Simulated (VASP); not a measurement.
Data:

```xyz
3
Lattice="0.0000 3.4681 3.4681 3.4681 0.0000 3.4681 3.4681 3.4681 0.0000" Properties=species:S:1:pos:R:3 pbc="T T T"
Sr     0.0000     0.0000     0.0000
Cl     1.7340     1.7340     1.7340
Cl     5.2021     5.2021     5.2021
```

Level of theory: revTPSS meta-GGA, VASP's PBE PAW potentials (set 64) (plane waves; VASP 6.6.1). Run with 520 eV cut-off, 6×6×6 Γ-centred mesh, Gaussian smearing of 0.050 eV, potentials Sr_sv Cl.

Task: Give the stress tensor in GPa (positive for a compressed cell).

Result: 
```
1.24  0.00  0.00
0.00  1.24  0.00
0.00  0.00  1.24
```
The pressure is its mean diagonal, 1.24 GPa.

The compound is SrCl2 in the fluorite structure. This cell is one point of a volume scan, at 0.97 of the reference volume.
